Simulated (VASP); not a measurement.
Consider the following.

```yaml
crystal:
  lattice:
    - [3.04980, 0.00000, 0.00000]
    - [0.00000, 3.04980, 0.00000]
    - [0.00000, 0.00000, 3.04980]
  atoms:
    - { symbol: Ti, position: [0.00000, 0.00000, 0.00000] }
    - { symbol: Co, position: [0.50000, 0.50000, 0.50000] }
```
Cell charge -0.02.

These are PBE GGA, VASP's PBE PAW potentials (set 64) (plane waves; VASP) values and carry that method's errors. Numerical set-up: NELECT = 21.02, 400 eV cut-off, 11×11×11 Γ-centred mesh, Gaussian smearing of 0.050 eV, potentials Ti_sv Co.

The cell is charged, with a uniform compensating background.

Problem. Give the stress tensor in GPa (positive for a compressed cell).

Solution. 
```
-11.21    0.00    0.00
  0.00  -11.21    0.00
  0.00    0.00  -11.21
```
The pressure is its mean diagonal, -11.21 GPa.

The compound is TiCo in the CsCl type structure. The cell was not relaxed at this level. The run is one of a series of settings (ISMEAR = 0, NELECT = 21.02, SIGMA = 0.05 against the base run), some of them coarse on purpose. The run is not spin-polarised, so no magnetic state was tried. The electron count is odd and the run is not spin-polarised, which forces a metal.
